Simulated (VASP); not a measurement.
An input for Ansatz (written as the equivalent of a VASP run, and not itself run):

Ansatz 0.2 input:
```yaml
crystal:
  lattice:
    - [4.2339519, 0.0000000, 0.0000000]
    - [0.0000000, 4.2339519, 0.0000000]
    - [0.0000000, 0.0000000, 4.2339519]
  atoms:
    - { symbol: Cu, position: [0.7500000, 0.2500000, 0.7500000] }
    - { symbol: Cu, position: [0.2500000, 0.7500000, 0.7500000] }
    - { symbol: Cu, position: [0.7500000, 0.7500000, 0.2500000] }
    - { symbol: Cu, position: [0.2500000, 0.2500000, 0.2500000] }
    - { symbol: O, position: [0.0000000, 0.0000000, 0.0000000] }
    - { symbol: O, position: [0.5000000, 0.5000000, 0.5000000] }
kpoints:
  mp_grid: { grid: [5, 5, 5] }
hamiltonian:
  xc: pbesol
  pseudopotentials: { kind: paw }
scf:
  occupations: { method: gaussian, width: 0.05 }
  max_iter: 100
relax:
  max_steps: 30
  f_tol: 0.001
output: { forces: true, stress: true, eigenvalues: true }
```

Q: Write the VASP files for the same calculation (PBEsol).

A: This is not unique; one that fits is 
File POSCAR:
```
Cu2O
1.0
  4.2339519077   0.0000000000   0.0000000000
  0.0000000000   4.2339519077   0.0000000000
  0.0000000000   0.0000000000   4.2339519077
Cu O
4 2
Cartesian
  3.1754639308   1.0584879769   3.1754639308
  1.0584879769   3.1754639308   3.1754639308
  3.1754639308   3.1754639308   1.0584879769
  1.0584879769   1.0584879769   1.0584879769
  0.0000000000   0.0000000000   0.0000000000
  2.1169759538   2.1169759538   2.1169759538
```

### KPOINTS
```
Automatic mesh
0
Gamma
5 5 5
0 0 0
```

**INCAR**
```
SYSTEM=Cu2O
PREC=Accurate; ENCUT=520; LREAL=.FALSE.
LASPH=.TRUE.
EDIFF=1E-8; NELM=100; ALGO=Normal
LMAXMIX=4
ISMEAR=0; SIGMA=0.05
GGA=PS
IBRION=1; NSW=30; ISIF=2
EDIFFG=-0.001
LWAVE=.FALSE.; LCHARG=.FALSE.
```

POTCAR, in this order: Cu O (PBE.64 set). Program: vasp_std.

Limits of the translation: each code has its own PAW files, so the cut-off isn't converted (ENCUT is set for VASP's; basis.ecutwfc is left out, and Ansatz then takes the one that its files recommend); Ansatz stops its SCF on the density residual and VASP on the energy change (EDIFF).

The compound is Cu2O in the cuprite structure. It was relaxed first. The start is the result of an earlier pass.
